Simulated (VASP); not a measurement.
ZnO (zincite): single point with PBE

**Experimental background.**

From “Electronic structure of alkaline earth and post-transition metal oxides”, 2009, arxiv:0908.1581, for a bulk crystal of ZnO: band gap 3.37 eV.

The system is ZnO (zincite).

```
CELL_PARAMETERS angstrom
3.27949 0.00000 0.00000
-1.63974 2.84012 0.00000
0.00000 0.00000 5.29327
ATOMIC_POSITIONS crystal
Zn 0.33333 0.66667 0.49997
Zn 0.66667 0.33333 0.99997
O 0.66667 0.33333 0.37904
O 0.33333 0.66667 0.87904
```

- Program: VASP 6.6.1
- Task: single point
- Functional: PBE
- Potentials or basis: VASP PAW PBE potentials, release 64 (Zn, O)
- Cutoff: 520 eV
- k mesh: 9 × 9 × 6
- Occupations: gaussian, width 0.02 eV
- Spin: no spin polarisation
- Dipole correction: no
- Further INCAR settings: ALGO = Fast; EDIFF = 1e-07; NBANDS = 26

The pressure is 0.9 GPa and the band gap on the k mesh is 0.73 eV, direct.

Levels at points of the mesh, in eV from the valence-band top:
```
           k point  band 16  band 17  band 18  band 19  band 20  band 21
(0.00, 0.00, 0.00)    -0.08     0.00     0.00     0.73     5.09     8.07
(0.00, 0.00, 0.50)    -0.37    -0.37    -0.37     3.36     3.36     9.91
```

Wall time 73 s on 1 thread of AMD EPYC 7R43 64-Core Processor (Zen 3), with other jobs on the host, peak memory 0.15 GiB.

A measured gap of ZnO is 3.37 eV (quoted in “Electronic structure of alkaline earth and post-transition metal oxides”, 2009, arxiv:0908.1581); the calculated 0.73 eV misses it by -2.64 eV. So large a miss can be the level of theory's own, or it may mean another phase, state or a wrong row. The value is that of PBE, without temperature or zero-point motion. Semilocal functionals fall short of measured gaps as a rule.
